**Question: where do the s electrons of GaSb sit?**

I have a projected density of states for GaSb. Each row says how many electrons in the filled bands look like one kind of orbital on one atom, and at what mean energy they lie below the Fermi energy. I have covered the two s rows, because I would like to learn how to anticipate them.

VASP 6.6.1 calculation of GaSb with the cell volume scaled by 1.08, using BLYP without dispersion or spin–orbit coupling, PAW PBE potentials (Sb, Ga_h), a 900 eV cutoff, an 8×8×8 k mesh and 0.1 eV Fermi–Dirac smearing. Projections cover filled states from the window floor of −12 eV up to the Fermi energy, which is the zero for the band centres.

```
projection name  projection electrons (e)  projection band centre (eV)
          Sb1_d                     0.020                       -3.090
          Ga2_d                     0.050                       -5.360
          Sb1_p                     1.300                       -2.490
          Ga2_p                     0.350                       -2.590
          Sb1_s                         ?                            ?
          Ga2_s                         ?                            ?
```

The two p rows have nearly the same centre. Should I expect the same of the s rows? And can I read the electron numbers as charges on the atoms? Please commit to numbers before you look at the covered rows.

**Answer**

Start with what the visible rows describe. A projection electron count is the part of the filled states that resembles an atomic orbital within a region around one nucleus. Charge between the atoms is largely lost, and the regions differ from element to element. The projection band centre is the mean energy of the part that was caught, so it need not coincide with a peak.

The two small d rows can be set aside. The Sb 4d shell is frozen into the core in this calculation, and the filled Ga 3d shell lies below the −12 eV floor of the energy window. What remains is a little d character in the valence bands, from mixing and from the tails of neighbouring orbitals.

The p rows show the main feature of a covalent crystal: Sb p and Ga p electrons occupy largely the same bonding bands. Each band has a share on both atoms, and the deeper atomic level takes the larger share. This is why the electron counts can differ strongly while the centres nearly agree. The 0.10 eV between those centres is too small to interpret.

**Which orbitals share a band?**

For the s electrons, what matters is which partner each orbital finds. Every atom has four neighbours at the corners of a tetrahedron. At the centre of the Brillouin zone, Γ, the wave has the same phase in every cell. The four s–s contributions then add up, while the s–p contributions cancel, so s pairs with s and p pairs with p.

At the zone-boundary point X, two of the four neighbours enter with the opposite sign. Now the s–s contributions cancel. A p orbital also changes sign from one side of its atom to the other, so the s–p contributions add up instead. Sb s therefore pairs with the Ga p orbital that points along the wave, and Ga s with the matching Sb p orbital. The other p orbitals pair among themselves.

The two s orbitals fare very differently at X. Sb 5s is far deeper than its partner Ga 4p, so it mixes weakly and forms a nearly separate lowest band. Ga 4s is much closer to its partner Sb 5p, and the two form a mixed band higher up. The s rows should therefore not share a centre in the way the p rows do.

**One estimate in full**

Each pair is a two-level problem. Half the difference between the atomic levels and the coupling are the two short sides of a right-angled triangle. The hypotenuse tells how far the bonding level drops below the mean of the two atomic levels. I use rough recalled atomic levels, and couplings from the standard rule that they fall with the square of the bond length.

Take Sb s at X, with levels near −16 eV for Sb 5s and −5.7 eV for Ga 4p:

- Half the difference is 5.2 eV and the coupling is 3.3 eV, so the drop is √(5.2² + 3.3²) ≈ 6.2 eV.
- The mean is about −11 eV, so the bonding level lies near −17 eV.
- The same steps for the p–p pair at Γ put the band top at −8.7 eV. The Sb s level is thus about 8.3 eV below the band top.
- The Sb share of this level is ½(1 + 5.2/6.2) ≈ 0.92.

At Γ, the s–s level comes out 11 eV below the band top, with an Sb share of 0.67. One Γ point and three X points stand for the whole zone, and each level holds two electrons. That makes 2 × (0.67 + 3 × 0.92)/4 ≈ 1.7 Sb s electrons, with a mean energy near −8.8 eV.

For Ga s, the model puts about 13% of the electrons in the lowest band and the rest in the mixed band, 5.2 eV below the band top. The mean is near −5.9 eV.

**From model electrons to projected electrons**

The p rows show how much the projection catches. The model has 3.6 Sb p electrons and 1.4 Ga p electrons, of which the table finds 37% and 24%. An s orbital is more compact than the p orbital of the same shell, so more of it should be caught. I multiply both fractions by 1.8, which is a guess. For Sb s this gives 1.7 × 0.37 × 1.8 ≈ 1.1 electrons.

The p rows also test the model's energies, which were not adjusted to them. Both computed centres lie deeper than the model's, by 0.7 eV for Sb p and 0.2 eV for Ga p. Ga s lives mostly in the mixed band, which also holds Sb p, so I lower its centre by the average of these two misses. Sb s has its own band, and I leave it alone.

My forecasts, with error bars set by judgement, are:

- **Sb s:** 1.1 ± 0.3 electrons, centred at −8.8 ± 0.7 eV.
- **Ga s:** 0.57 ± 0.2 electrons, centred at −6.4 ± 0.9 eV.

Here are the covered rows.

The withheld rows as computed:

```
projection name  projection electrons (e)  projection band centre (eV)
          Sb1_s                     1.150                       -8.700
          Ga2_s                     0.540                       -6.170
```

**What came out right, and what did not**

All four values fall within their ranges. The computed Sb s centre is 0.1 eV higher than forecast, and the Ga s centre 0.2 eV higher. The two s centres are 2.5 eV apart, whereas the p centres almost coincide. This is the pattern expected if Sb s largely keeps a band to itself while Ga s shares one with Sb p.

My correction to the Ga s centre deserves little credit. The uncorrected model was about as far too high as the corrected one is too low. The direction was right, but the p rows were a poor guide to the size.

The electron counts agree to within 0.05, much better than a guessed factor of 1.8 warrants. The count depends on the product of the model's share and the caught fraction, so an error in one can hide an error in the other. The agreement supports the product, not each part separately.

The model's largest miss, 0.7 eV, is for Sb p, a row that was visible from the start. It separates the two p centres by 0.6 eV, where the calculation finds almost no separation. It also places both too close to the band top. The table counts from the Fermi energy rather than the band top. The run finds no gap, so the two should lie close together, and a shift would in any case move both centres alike. More likely causes are the coarse zone, in which Γ alone carries a quarter of the weight, and the limit of four orbitals per atom. I have tested none of these.

**Can the numbers be read as charges?**

No. The six projections add up to 3.4 electrons, although the valence bands hold eight. More than half of the charge escapes the count, and there is no reason to expect it to escape evenly. The table has 3.7 times as many p electrons on Sb as on Ga, while the model, which counts whole orbitals, has a ratio of only 2.5. On that estimate, part of the contrast comes from how well each atom's orbitals are caught.

The energies also belong to this calculation rather than to a measured crystal. Spin–orbit coupling is left out, and in GaSb it moves the band top by a few tenths of an eV. The cell is also roughly 3% longer than the real one, which weakens the couplings and narrows the bands. The model uses the same long bonds, so its agreement with the table is no check on that. The missing gap is a further warning, because real GaSb is a semiconductor. BLYP tends to make gaps too small, and the long bonds are expected to narrow this one further.

For another compound with this structure, ask how far apart the paired atomic levels are compared with their coupling. A large difference leaves the deeper orbital nearly alone in its band. A small one gives a shared band, and then the centre describes the bond more than either atom.
